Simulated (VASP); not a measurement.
# NbSi2: convergence with the plane-wave cutoff and SCF solver, part 4 of 4

A convergence test on NbSi2: the plane-wave cutoff and SCF solver. The series runs use PBE. The start is a cell from a database of measured crystal structures.

VASP 6.6.1; PBE; plane waves and PAW (Nb_sv, Si).

Still holding for the runs below: This run has no spin polarisation. Its electron count is odd, so without a moment it is a metal by construction. The k-mesh is coarse for a metal.

So far. Step 14 (SCF solver: ALGO = All): Against the first of the series the energy stays within 0.01 meV an atom; the pressure moves by +0.01 GPa, after 23 cycles in 17 s. Step 16 (SCF solver: AMIX = 0.1, BMIX = 0.01): Against the first of the series the energy stays within 0.01 meV an atom; the pressure moves by -0.03 GPa, after 19 cycles in 14 s.

### Step 17. SCF solver: AMIX = 0.8

INCAR reads:

```
SYSTEM = NbSi2
PREC = Accurate
ENCUT = 400
EDIFF = 1E-06
NELM = 100
ISMEAR = -1
SIGMA = 0.05
LREAL = .FALSE.
ALGO = Normal
GGA = PE
NBANDS = 40
LASPH = .TRUE.
LORBIT = 11
LWAVE = .FALSE.
LCHARG = .FALSE.
KPAR = 8
ISIF = 2
AMIX = 0.8
```

POSCAR reads:

```
NbSi2
1.0
    4.8190000000      0.0000000000      0.0000000000
   -2.4095000000      4.1733764208      0.0000000000
    0.0000000000      0.0000000000      6.5920000000
Nb Si
3 6
Direct
    0.5000000000      0.0000000000      0.5000000000
    0.5000000000      0.5000000000      0.8333333333
    0.0000000000      0.5000000000      0.1666666667
    0.1599000000      0.3198000000      0.5000000000
    0.8401000000      0.1599000000      0.8333333333
    0.6802000000      0.8401000000      0.1666666667
    0.8401000000      0.6802000000      0.5000000000
    0.1599000000      0.8401000000      0.8333333333
    0.3198000000      0.1599000000      0.1666666667
```

KPOINTS reads:

```
Automatic mesh
0
Gamma
6 6 4
0 0 0
```

PAW data sets: Nb_sv and Si (PBE family, release 64).

Launch:

```sh
mpirun -np 8 vasp_std
```

The program printed:

```text
[... set-up lines as in an earlier step ...]
 entering main loop
       N       E                     dE             d eps       ncg     rms          rms(c)
[... 5 cycles as in an earlier step ...]
DAV:   6    -0.721054686861E+02   -0.13149E+01   -0.60763E+01  2472   0.383E+01    0.105E+01
DAV:   7    -0.684001288282E+02    0.37053E+01   -0.38101E+01  2456   0.317E+01    0.539E+00
DAV:   8    -0.682441284921E+02    0.15600E+00   -0.20911E+00  2120   0.635E+00    0.169E+00
DAV:   9    -0.682203792337E+02    0.23749E-01   -0.40112E-01  2856   0.296E+00    0.331E-01
[...]
DAV:  15    -0.682245536332E+02   -0.55662E-04   -0.61467E-05  3104   0.441E-02    0.192E-02
DAV:  16    -0.682245530331E+02    0.60010E-06   -0.12640E-05  2752   0.132E-02    0.108E-02
DAV:  17    -0.682245528517E+02    0.18143E-06   -0.55521E-07  1344   0.396E-03
   1 F= -.68224553E+02 E0= -.68208608E+02  d E =-.318902E-01
```

Elapsed: 13 s, on 8 MPI ranks of AMD EPYC 9R45, shared host; peak memory 1.9 GiB.

OUTCAR, selected parts (step 17):

```text
  Total       -0.7782874     -0.7782874      1.1003105      0.0000000      0.0000000      0.0000000
  in kB       -9.4056516     -9.4056516     13.2973208      0.0000000      0.0000000      0.0000000
  external PRESSURE =      -1.8379942 kB  Pullay stress =       0.0000000 kB

 POSITION                                       TOTAL-FORCE (eV/Angst)
 -----------------------------------------------------------------------------------
      2.40950      0.00000      3.29600        -0.000000      0.000000     -0.000000
      1.20475      2.08669      5.49333        -0.000000     -0.000000     -0.000000
     -1.20475      2.08669      1.09867        -0.000000      0.000000      0.000000
      0.00000      1.33465      3.29600         0.000000     -0.046849     -0.000000
      3.66316      0.66732      5.49333         0.040573     -0.023425      0.000000
      1.25366      3.50605      1.09867         0.040573      0.023425     -0.000000
      2.40950      2.83873      3.29600        -0.000000      0.046849     -0.000000
     -1.25366      3.50605      5.49333        -0.040573      0.023425     -0.000000
      1.15584      0.66732      1.09867        -0.040573     -0.023425     -0.000000
 -----------------------------------------------------------------------------------
    total drift:                               -0.000000      0.000000      0.000001

  FREE ENERGIE OF THE ION-ELECTRON SYSTEM (eV)
  ---------------------------------------------------
  free  energy   TOTEN  =       -68.2245528517 eV

  energy  without entropy=      -68.1926626403  energy(sigma->0) =      -68.20860775

[... 2 parts as in an earlier step ...]

[... 1 further part left out ...]
[key lines of the parts left out:]
E-fermi :  11.2972
```

Against the first of the series the energy stays within 0.01 meV an atom; the pressure moves by +0.04 GPa, after 17 cycles in 13 s.

### Step 18. SCF solver: IMIX = 1, AMIX = 0.2

Changes to INCAR since step 17:

```diff
@@ -17,2 +17,3 @@
 ISIF = 2
-AMIX = 0.8
+IMIX = 1
+AMIX = 0.2
```

POSCAR is that of step 17.

KPOINTS is that of step 17.

Launch:

```sh
mpirun -np 8 vasp_std
```

The program printed:

```text
[... set-up lines as in an earlier step ...]
 entering main loop
       N       E                     dE             d eps       ncg     rms          rms(c)
[... 5 cycles as in an earlier step ...]
DAV:   6    -0.688700849163E+02    0.19205E+01   -0.35120E+00  2472   0.934E+00    0.112E+01
DAV:   7    -0.684612477847E+02    0.40884E+00   -0.11688E+00  3024   0.497E+00    0.781E+00
DAV:   8    -0.683452796636E+02    0.11597E+00   -0.15545E-01  2800   0.213E+00    0.581E+00
DAV:   9    -0.682931554678E+02    0.52124E-01   -0.43717E-02  2984   0.117E+00    0.437E+00
[...]
DAV:  25    -0.682245367561E+02    0.49234E-05   -0.52906E-06  1984   0.161E-02    0.867E-02
DAV:  26    -0.682245354621E+02    0.12940E-05   -0.37093E-06  1608   0.130E-02    0.697E-02
DAV:  27    -0.682245360545E+02   -0.59241E-06   -0.27122E-06  1560   0.123E-02
   1 F= -.68224536E+02 E0= -.68208592E+02  d E =-.318889E-01
```

Run time: 20 s. Hardware: 8 MPI ranks; peak memory 1.7 GiB.

OUTCAR, selected parts (step 18):

```text
  Total       -0.8816909     -0.8816909      0.9919451      0.0000000      0.0000000      0.0000000
  in kB      -10.6552893    -10.6552893     11.9877180      0.0000000      0.0000000      0.0000000
  external PRESSURE =      -3.1076202 kB  Pullay stress =       0.0000000 kB

 POSITION                                       TOTAL-FORCE (eV/Angst)
 -----------------------------------------------------------------------------------
      2.40950      0.00000      3.29600        -0.000000      0.000000      0.000000
      1.20475      2.08669      5.49333        -0.000000      0.000000     -0.000000
     -1.20475      2.08669      1.09867        -0.000000      0.000000     -0.000000
      0.00000      1.33465      3.29600        -0.000000     -0.047019      0.000000
      3.66316      0.66732      5.49333         0.040720     -0.023510      0.000000
      1.25366      3.50605      1.09867         0.040720      0.023510      0.000000
      2.40950      2.83873      3.29600        -0.000000      0.047019      0.000000
     -1.25366      3.50605      5.49333        -0.040720      0.023510      0.000000
      1.15584      0.66732      1.09867        -0.040720     -0.023510      0.000000
 -----------------------------------------------------------------------------------
    total drift:                               -0.000000      0.000000      0.000001

  FREE ENERGIE OF THE ION-ELECTRON SYSTEM (eV)
  ---------------------------------------------------
  free  energy   TOTEN  =       -68.2245360545 eV

  energy  without entropy=      -68.1926471283  energy(sigma->0) =      -68.20859159

[... 2 parts as in an earlier step ...]

[... 1 further part left out ...]
[key lines of the parts left out:]
E-fermi :  11.2978
```

Against the first of the series the energy stays within 0.01 meV an atom; the pressure moves by -0.09 GPa, after 27 cycles in 20 s.

### Step 19. The SCF solver series as a table

This step: convergence of PBE results with the solver; plane waves and PAW (VASP 6.6.1).

Derived from the runs above.

Differences are taken from the run with ALGO = Normal. Results of the series, by row:

| setting | status | energy less the reference (meV/atom) | pressure (GPa) | largest force difference (meV/Å) | SCF cycles | wall time (s) |
| --- | --- | --- | --- | --- | --- | --- |
| ALGO = Normal | converged | 0 | -0.2244 | 0 | 14 | 10.6 |
| ALGO = Fast | converged | 2.89e-5 | -0.2231 | 0 | 25 | 19.8 |
| ALGO = VeryFast | converged | 6.08e-4 | -0.224 | 0.237 | 38 | 28 |
| ALGO = All | converged | 3.09e-4 | -0.213 | 0.097 | 23 | 16.6 |
| ALGO = Damped | not_converged | - | - | - | - | 44 |
| AMIX = 0.1, BMIX = 0.01 | converged | 2.52e-4 | -0.2591 | 0.092 | 19 | 14.2 |
| AMIX = 0.8 | converged | 1.96e-4 | -0.1838 | 0.259 | 17 | 12.8 |
| IMIX = 1, AMIX = 0.2 | converged | 0.001991 | -0.3108 | 0.089 | 27 | 20 |

### Step 20. What came out

- plane-wave cutoff from which the energy stays within 10 meV/atom of the reference: ENCUT = 260
- plane-wave cutoff from which the energy stays within 1 meV/atom of the reference: ENCUT = 470
- plane-wave cutoff from which the pressure stays within 0.2 GPa of the reference: ENCUT = 470
- spread of the pressure over the plane-wave cutoff: 63.9 GPa
- spread of the energy over the plane-wave cutoff: 215 meV/atom
- fewest SCF cycles: ALGO = Normal (14)
- most SCF cycles among converged runs: ALGO = VeryFast (38)
- spread of the pressure over the SCF solver: 0.127 GPa
- spread of the energy over the SCF solver: 0.00199 meV/atom

From ENCUT = 470 on, the energy stays within 1 meV an atom of the reference, at 72 % of its time. The pressure holds within 0.2 GPa from ENCUT = 470 on. These cutoffs are 0.6 to 2 times the default of the data sets, about 290 eV; at the default the run is off by +6.9 meV an atom, -0.73 GPa, 4.0 meV/Å in forces, and at 1.3 times by +1.2 meV an atom, -0.25 GPa, 0.8 meV/Å in forces. Energy differences between like cells converge faster than these totals. All SCF solvers that converged agree within 0.05 meV an atom. No setting beats the 11 s of ALGO = Normal by a fifth or more; the slowest converged run is ALGO = VeryFast, at 28 s. On a shared host such times are rough. Yet the pressure of IMIX = 1, AMIX = 0.2 is -0.09 GPa off: EDIFF tests the energy, which is second order in the error of the density, while the stress is first order. Differences are taken from the run with ENCUT = 590, which is itself not the exact limit. ALGO = Damped did not converge. The runs at ENCUT = 180; ENCUT = 220; ENCUT = 260 are over 30 meV an atom or 2 GPa off and describe the material poorly.

[Lines on the potential files, build, host, timing and source positions are cut from VASP's logs without a mark.]

[Logs are printed without paths, hosts, clocks, repeated set-up lines and the standing remarks that a program may print on its own settings, such as how far it seeks lower states.]

[Hosts, paths, dates, database ids (printed as entryN), source tags and the programs' standing remarks are cut or masked in the printed files.]

[A measured line is paired with the nearest computed mode of its activity, which favours agreement.]
